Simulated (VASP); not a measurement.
Output of a VASP run:

**OSZICAR**
```
       N       E                     dE             d eps       ncg     rms          rms(c)
DAV:   1     0.381956963336E+02    0.38196E+02   -0.53399E+03  1696   0.124E+03
DAV:   2    -0.895715154457E+01   -0.47153E+02   -0.44646E+02  1686   0.187E+02
DAV:   3    -0.102113191149E+02   -0.12542E+01   -0.12417E+01  1982   0.398E+01
DAV:   4    -0.102364523021E+02   -0.25133E-01   -0.25124E-01  2054   0.512E+00
DAV:   5    -0.102372449372E+02   -0.79264E-03   -0.79262E-03  1882   0.917E-01    0.118E+01
DAV:   6    -0.131701616028E+02   -0.29329E+01   -0.70633E+01  1918   0.123E+02    0.177E+01
DAV:   7    -0.874104191148E+01    0.44291E+01   -0.32156E+01  1860   0.793E+01    0.171E+00
DAV:   8    -0.874005172247E+01    0.99019E-03   -0.22057E-01  1744   0.407E+00    0.113E+00
DAV:   9    -0.872769579279E+01    0.12356E-01   -0.41764E-02  2018   0.298E+00    0.295E-01
DAV:  10    -0.872724585868E+01    0.44993E-03   -0.13884E-03  2172   0.488E-01    0.105E-01
DAV:  11    -0.872724431555E+01    0.15431E-05   -0.27482E-05  2164   0.529E-02    0.193E-02
DAV:  12    -0.872724283952E+01    0.14760E-05   -0.61314E-06  2304   0.327E-02    0.544E-03
DAV:  13    -0.872724270050E+01    0.13901E-06   -0.29048E-07  1198   0.522E-03    0.194E-03
DAV:  14    -0.872724273582E+01   -0.35320E-07   -0.64970E-08   866   0.251E-03
   1 F= -.87272427E+01 E0= -.87274031E+01  d E =0.480965E-03
```

### OUTCAR
```
------------------------ aborting loop because EDIFF is reached ----------------------------------------
  FORCE on cell =-STRESS in cart. coord.  units (eV):
  Direction    XX          YY          ZZ          XY          YZ          ZX
  --------------------------------------------------------------------------------------
  Total       -1.4402070     -1.4402070     -1.4402070     -0.0000000     -0.0000000      0.0000000
  in kB      -95.4148414    -95.4148414    -95.4148414     -0.0000000     -0.0000000      0.0000000
  external PRESSURE =     -95.4148414 kB  Pullay stress =       0.0000000 kB
  volume of cell :       24.18
      direct lattice vectors                 reciprocal lattice vectors
     2.891832857  0.000000000  0.000000000     0.345801452  0.000000000  0.000000000
     0.000000000  2.891832857  0.000000000     0.000000000  0.345801452  0.000000000
     0.000000000  0.000000000  2.891832857     0.000000000  0.000000000  0.345801452
 POSITION                                       TOTAL-FORCE (eV/Angst)
 -----------------------------------------------------------------------------------
      1.44592      1.44592      1.44592         0.000000      0.000000      0.000000
      0.00000      0.00000      0.00000         0.000000      0.000000      0.000000
 -----------------------------------------------------------------------------------
    total drift:                                0.000000      0.000000      0.000000
  FREE ENERGIE OF THE ION-ELECTRON SYSTEM (eV)
  ---------------------------------------------------
  free  energy   TOTEN  =        -8.7272427358 eV

  energy  without entropy=       -8.7277237011  energy(sigma->0) =       -8.72740306
```
(Selected blocks of OUTCAR.)

### POSCAR
```
CoAl
1
    2.8918328568     0.0000000000     0.0000000000
    0.0000000000     2.8918328568     0.0000000000
    0.0000000000     0.0000000000     2.8918328568
Al Co
1 1
Direct
  0.5000000000   0.5000000000   0.5000000000
  0.0000000000   0.0000000000   0.0000000000
```

### Question
Reconstruct the remaining input files.

### Answer
One answer among several that fit: the input of the run itself, rev-vdW-DF2, plane waves, VASP's PBE PAW potentials (set 64).

**KPOINTS**
```
Automatic mesh
0
Gamma
13 13 13
0 0 0
```

INCAR:
```
SYSTEM=CoAl
PREC=Accurate; ENCUT=520; LREAL=.FALSE.
LASPH=.TRUE.
EDIFF=1E-7; NELM=100; ALGO=Normal
LMAXMIX=4
ISMEAR=1; SIGMA=0.1
GGA=MK; LUSE_VDW=.TRUE.; AGGAC=0.0
PARAM1=0.1234568; PARAM2=0.7114; ZAB_VDW=-1.8867
ISIF=2
LWAVE=.FALSE.; LCHARG=.FALSE.
```

POTCAR, in this order: Al Co (PBE.64 set). Program: vasp_std.

The compound is CoAl in the CsCl type structure. This cell is one point of a volume scan, at 1.06 of the reference volume. The run is not spin-polarised, so no magnetic state was tried.
